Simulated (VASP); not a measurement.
Input:

```
CELL_PARAMETERS angstrom
      2.29076    -3.96771     0.00000
      2.29076     3.96771     0.00000
      0.00000     0.00000     7.44368
ATOMIC_POSITIONS crystal
  Mg 0.66667 0.33333 0.49969
  Mg 0.33333 0.66667 0.99969
  Te 0.66667 0.33333 0.87631
  Te 0.33333 0.66667 0.37631
```

Calculation: AM05 GGA, VASP's PBE PAW potentials (set 64) (plane waves; VASP). Run with 520 eV cut-off, 6×6×4 Γ-centred mesh, tetrahedra with Blöchl corrections, potentials Mg Te.

Unless said otherwise, spin-orbit coupling is left out, though it shifts the bands of the heavy elements here.

Q: What does the run give for the energy per atom (σ→0), band gap (on the k-mesh) with the smallest direct gap where there is one?

A: 
```
Property                                     Result
-----------------------------------  --------------
band gap (on the k-mesh)                    2.44 eV
smallest direct gap (on the k-mesh)         2.44 eV
energy per atom (σ→0)                -3.243 eV/atom
```

The absolute energy has meaning only against runs of the same code, potentials and settings.

The compound is MgTe in the wurtzite structure. It was relaxed first.
